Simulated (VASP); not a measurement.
Here is the system:

```xyz
8
Lattice="2.9474 0.0000 0.0000 0.0000 2.9474 0.0000 0.0000 0.0000 8.3247" Properties=species:S:1:pos:R:3 pbc="T T T"
Mg     1.4737     1.4737     6.2471
Mg     1.4737     1.4737     2.0776
Mg     0.0000     0.0000     4.1624
Zn     0.0000     0.0000     0.0000
O      0.0000     0.0000     2.1041
O      0.0000     0.0000     6.2206
O      1.4737     1.4737     0.0000
O      1.4737     1.4737     4.1624
```

The numbers are results of LDA (Ceperley-Alder, Perdew-Zunger), VASP's LDA PAW potentials (set 64) (plane waves; VASP), not measurements. Settings: 520 eV cut-off, 8×8×3 Γ-centred mesh, tetrahedra with Blöchl corrections, potentials Mg Zn O.

The cores are frozen, which limits the accuracy of field gradients.

Question: Give the principal components of the electric field gradient (V/Å²) and the asymmetry η at each nucleus.

Answer: 
| atom | Vxx | Vyy | Vzz | η |
|---|---|---|---|---|
| Mg1 | -0.1 | -0.1 | 0.2 | - |
| Mg2 | -0.1 | -0.1 | 0.2 | - |
| Mg3 | 0.8 | 0.8 | -1.5 | 0.00 |
| Zn4 | 0.1 | 0.1 | -0.2 | - |
| O5 | -9.6 | -9.6 | 19.2 | 0.00 |
| O6 | -9.6 | -9.6 | 19.2 | 0.00 |
| O7 | 20.3 | 20.3 | -40.5 | 0.00 |
| O8 | -0.1 | -0.1 | 0.2 | - |

The structure comes from a computed database's Mg3ZnO4 entry (P4/mmm); how it stands against other phases isn't given here. It was relaxed first, which changed the volume by -8 %.
